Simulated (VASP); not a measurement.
```
CELL_PARAMETERS angstrom
      0.00000     2.86000     2.86000
      2.86000     0.00000     2.86000
      2.86000     2.86000     0.00000
ATOMIC_POSITIONS crystal
  Li 0.25000 0.25000 0.25000
  Li 0.75000 0.75000 0.75000
  S  0.00000 0.00000 0.00000
```

The base run (VASP): PBE GGA, plane waves, VASP's PBE PAW potentials (set 64). Settings: 520 eV cut-off, 7×7×7 Γ-centred mesh, Gaussian smearing of 0.050 eV, potentials Li_sv S.

One setting is varied; ΔE counts from the base run. The base run took about 9 core-seconds. The timings are rough (shared machines, no repeats); factors under 2 mean little.

Pressures at a finite cut-off, here 520 eV, hold a Pulay part, which wasn't tested here.

```tsv
setting	cost over the base run	electronic steps	ΔE (meV/atom)	pressure (GPa)
KPOINTS 2×2×2 Monkhorst-Pack mesh	about 1/4	13	2.7	-0.34
KPOINTS 3×3×3 Monkhorst-Pack mesh	about 1/3	14	18.7	-0.09
KPOINTS 5×5×5 Monkhorst-Pack mesh	within a factor of 2	13	0.4	-0.38
base run	reference	13	0.0	-0.39
KPOINTS 8×8×8 Monkhorst-Pack mesh	(withheld)	13	0.0	-0.39
```

Question: Fill in the missing entries.

Answer: 
- KPOINTS 8×8×8 Monkhorst-Pack mesh, cost over the base run: about 2 times

Left out are runs that failed, have no time on record or changed the cell.

The compound is Li2S in the antifluorite structure. The cell was not relaxed at this level.
